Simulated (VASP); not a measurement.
A convergence study with VASP on Pb (space group Fm-3m): a few settings are varied, all else stays as given below, so the limit is that of these other settings.

```
CELL_PARAMETERS angstrom
      0.00000     2.46758     2.46758
      2.46758     0.00000     2.46758
      2.46758     2.46758     0.00000
ATOMIC_POSITIONS crystal
  Pb 0.00000 0.00000 0.00000
```

These are PBE GGA, VASP's PBE PAW potentials (set 64) (plane waves; VASP) values and carry that method's errors. The last row used: 300 eV cut-off, 22×22×22 Γ-centred mesh shifted by (0.5, 0.5, 0.5), Gaussian smearing of 0.10 eV, potentials Pb_d.

Unless said otherwise, spin-orbit coupling is left out, though it shifts the bands of the heavy elements here.

```tsv
setting	E (eV/atom)	pressure (GPa)	irreducible k-points
2×2×2 mesh	___	___	2
3×3×3 mesh	-3.3380	3.64	6
4×4×4 mesh	-3.4798	2.37	10
5×5×5 mesh	-3.5257	2.70	19
6×6×6 mesh	-3.5510	2.33	28
7×7×7 mesh	-3.5545	2.16	44
8×8×8 mesh	___	___	60
9×9×9 mesh	-3.5345	2.05	85
10×10×10 mesh	-3.5409	2.22	110
11×11×11 mesh	-3.5466	2.32	146
12×12×12 mesh	-3.5499	2.27	182
13×13×13 mesh	-3.5500	2.24	231
15×15×15 mesh	-3.5448	2.16	344
16×16×16 mesh	-3.5457	2.20	408
18×18×18 mesh	-3.5475	2.23	570
20×20×20 mesh	-3.5477	2.20	770
22×22×22 mesh	-3.5469	2.19	1012
```

Task: What belongs in the gaps?

Result: 
- 8×8×8 mesh, E (eV/atom): -3.5446
- 8×8×8 mesh, pressure (GPa): 2.04
- 2×2×2 mesh, E (eV/atom): -3.2191
- 2×2×2 mesh, pressure (GPa): 5.04

Left out are rungs that failed or repeat a setting and relaxations that didn't move; long series are thinned to 24 rows.

The structure is a typed Pb crystal (space group no. 225). The cell was not relaxed at this level.
